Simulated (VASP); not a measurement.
```yaml
crystal:
  lattice:
    - [0.00000, 2.56547, 2.56547]
    - [2.56547, 0.00000, 2.56547]
    - [2.56547, 2.56547, 0.00000]
  atoms:
    - { symbol: Al, position: [0.00000, 0.00000, 0.00000] }
    - { symbol: As, position: [0.25000, 0.25000, 0.25000] }
```

Calculation: PBE GGA, VASP's PBE PAW potentials (set 64) (plane waves; VASP). Numerical set-up: 500 eV cut-off, 9×9×9 Γ-centred mesh, Gaussian smearing of 0.050 eV, potentials Al As.

Estimate the energy per atom (σ→0), pressure.

The energy per atom (σ→0) is -3.992 eV/atom and the pressure comes out as 44.85 GPa.

Only differences to runs with the same potentials and settings are physical.

The compound is AlAs in the zinc blende structure. It was relaxed first under an external pressure of 45 GPa.
